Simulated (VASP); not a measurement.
An input for Quantum ESPRESSO's pw.x (written as the equivalent of a VASP run, and not itself run):

```
&CONTROL
  calculation = 'scf'
  pseudo_dir = './pseudo'
  outdir = './out'
  tprnfor = .true.
  tstress = .true.
/
&SYSTEM
  ibrav = 0
  nat = 6
  ntyp = 3
  ecutwfc = 92
  occupations = 'tetrahedra'
  input_dft = 'pbesol'
/
&ELECTRONS
  conv_thr = 7.3e-09
  electron_maxstep = 100
/
ATOMIC_SPECIES
  Cu 63.546 Cu.upf
  Sn 118.710 Sn.upf
  Se 78.971 Se.upf
CELL_PARAMETERS angstrom
    -2.0254447    6.0100762    2.8069639
     2.0254447   -6.0100762    2.8069639
     2.0254447    6.0100762   -2.8069639
ATOMIC_POSITIONS crystal
  Cu   0.1607246  0.9902964  0.1704282
  Cu   0.8198682  0.9902964  0.8295718
  Sn   0.5190343  0.0190343  0.5000000
  Se   0.9476705  0.2682765  0.6793940
  Se   0.5888825  0.2682765  0.3206060
  Se   0.2138200  0.2138200  1.0000000
K_POINTS automatic
  10 10 10 0 0 0
```

### Question
Write the VASP files for the same calculation (PBEsol).

### Answer
Several could match; the one computed here: 
INCAR:
```
# general
SYSTEM =Cu2SnSe3
PREC   =Accurate
ENCUT  =400
LREAL  =F
LASPH  =T

# electronic loop
EDIFF  =1E-7
NELM   =100
ALGO   =Normal
LMAXMIX=4

# smearing
ISMEAR =-5

# functional
GGA    =PS

# ions
ISIF   =2

# output
LWAVE  =F
LCHARG =T
LORBIT =11
NEDOS  =601

# other
LEFG   =T
```

POSCAR:
```
Cu2SnSe3
1
   -2.0254447287     6.0100761620     2.8069639273
    2.0254447287    -6.0100761620     2.8069639273
    2.0254447287     6.0100761620    -2.8069639273
Cu Sn Se
2 1 3
Direct
  0.1607245704   0.9902963938   0.1704281766
  0.8198682172   0.9902963938   0.8295718234
  0.5190342563   0.0190342563   0.5000000000
  0.9476705237   0.2682764892   0.6793940346
  0.5888824546   0.2682764892   0.3206059654
  0.2138199779   0.2138199779   1.0000000000
```

### KPOINTS
```
Automatic mesh
0
Gamma
 10 10 10
0 0 0
```

POTCAR, in this order: Cu Sn_d Se (PBE.64 set). Program: vasp_std.

The two are equivalent in intent, not identical: the potentials are each code's own (VASP's PAW set, PseudoDojo norm-conserving files in pw.x), so ENCUT and ecutwfc are chosen apart and not converted; conv_thr bounds pw.x's estimated SCF error, while EDIFF bounds the energy change between steps; the field gradients of LEFG aren't asked of the other code.

The structure comes from a computed database's Cu2SnSe3 entry (Imm2); how it stands against other phases isn't given here. It was relaxed first, which changed the volume by -6 %.
